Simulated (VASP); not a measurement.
Input:

```xyz
2
Lattice="1.3804 0.7970 4.5289 -1.3804 0.7970 4.5289 0.0000 -1.5939 4.5289" Properties=species:S:1:pos:R:3 pbc="T T T"
Ag     0.0000     0.0000     0.0000
Pd     0.0000     0.0000     6.7933
```

Method: LDA (Ceperley-Alder, Perdew-Zunger) with spin-orbit coupling, VASP's LDA PAW potentials (set 64) (plane waves; VASP 6.6.1). Numerical set-up: 400 eV cut-off, 14×14×14 Γ-centred mesh, Gaussian smearing of 0.050 eV, potentials Ag Pd.

Task: Give the energies of bands 11 to 24 at the high-symmetry points, in eV from the Fermi level.

Result: 
| band | Γ | T | H2 | L | S0 | F |
|---|---|---|---|---|---|---|
| 11 | -3.63 | -3.30 | -2.70 | -3.59 | -2.74 | -2.35 |
| 12 | -3.63 | -3.30 | -2.70 | -3.59 | -2.74 | -2.35 |
| 13 | -3.46 | -3.08 | -2.28 | -2.52 | -2.26 | -1.47 |
| 14 | -3.46 | -3.08 | -2.28 | -2.52 | -2.26 | -1.47 |
| 15 | -2.22 | -3.05 | -2.04 | -2.32 | -2.02 | -0.73 |
| 16 | -2.22 | -3.05 | -2.04 | -2.32 | -2.02 | -0.73 |
| 17 | -1.96 | -2.70 | -1.56 | -1.50 | -1.59 | -0.34 |
| 18 | -1.96 | -2.70 | -1.56 | -1.50 | -1.59 | -0.34 |
| 19 | -0.68 | -2.30 | -0.72 | 0.15 | -0.79 | 0.19 |
| 20 | -0.68 | -2.30 | -0.72 | 0.15 | -0.79 | 0.19 |
| 21 | -0.47 | -1.05 | 4.95 | 2.34 | 4.95 | 0.26 |
| 22 | -0.47 | -1.05 | 4.95 | 2.34 | 4.95 | 0.26 |
| 23 | 0.28 | -0.84 | 5.59 | 3.06 | 5.49 | 2.61 |
| 24 | 0.28 | -0.84 | 5.59 | 3.06 | 5.49 | 2.61 |

It has no gap at this level: it comes out as a metal or semimetal.

The structure comes from a computed database's AgPd entry (R-3m); how it stands against other phases isn't given here. It was relaxed first, which changed the volume by -7 %.
